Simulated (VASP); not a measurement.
Input:

```
Pd
1.0
    0.00000     1.91651     1.93587
    1.93587     0.00000     1.93587
    1.93587     1.91651     0.00000
Pd
1
Direct
  0.00000   0.00000   0.00000
```

Computed with PBEsol GGA, VASP's PBE PAW potentials (set 64) (plane waves; VASP). Settings: 480 eV cut-off, 16×16×16 Γ-centred mesh, first-order Methfessel-Paxton smearing of 0.10 eV, potentials Pd.

Task: Estimate the energy per atom (σ→0), pressure, band gap (on the k-mesh) with the smallest direct gap where there is one.

Result: 
```json
{
  "band gap (on the k-mesh)": "none (metal, semimetal or under 0.01 eV)",
  "energy per atom (σ→0)": "-5.958 eV/atom",
  "pressure": "2.53 GPa"
}
```

The compound is Pd in the fcc structure. This cell was strained or had an atom moved on purpose.
